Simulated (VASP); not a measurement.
Consider the following.

```yaml
crystal:
  lattice:
    - [1.64309, -2.84591, 0.00000]
    - [1.64309, 2.84591, 0.00000]
    - [0.00000, 0.00000, 5.30697]
  atoms:
    - { symbol: Zn, position: [0.66667, 0.33333, 0.50144] }
    - { symbol: Zn, position: [0.33333, 0.66667, 0.00144] }
    - { symbol: O, position: [0.66667, 0.33333, 0.88056] }
    - { symbol: O, position: [0.33333, 0.66667, 0.38056] }
```

Computed with PBE GGA, VASP's PBE PAW potentials (set 64) (plane waves; VASP). Run with 520 eV cut-off, Gaussian smearing of 0.050 eV, potentials Zn O.

Task: What does the run give for the band gap (along the path) with the smallest direct gap where there is one?

Result: 
- band gap (along the path) = 0.72 eV
- smallest direct gap (along the path) = 0.72 eV

The absolute energy has meaning only against runs of the same code, potentials and settings.

The compound is ZnO in the wurtzite structure. It was relaxed first.
